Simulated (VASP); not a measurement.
Given:

```xyz
2
Lattice="0.0000 3.0243 3.0243 3.0243 0.0000 3.0243 3.0243 3.0243 0.0000" Properties=species:S:1:pos:R:3 pbc="T T T"
Ga     0.0000     0.0000     0.0000
Sb     1.5122     1.5122     1.5122
```

All values below come from r2SCAN+rVV10, VASP's PBE PAW potentials (set 64) (plane waves; VASP). Numerical set-up: 520 eV cut-off, 8×8×8 Γ-centred mesh, Gaussian smearing of 0.050 eV, potentials Ga_d Sb.

Problem. The job: GaSb (zinc blende), 2 atoms, r2SCAN+rVV10, static run, 520 eV, 8×8×8 Γ-centred mesh. Roughly how much core time does it take on a busy server core?

Solution. About 90 core-seconds (one run on a shared machine, a rough figure). It had 29 irreducible k-points, 13 bands, up to 1524 plane waves and 21 electronic steps.

The compound is GaSb in the zinc blende structure. This cell is one point of a volume scan, at 0.97 of the reference volume.
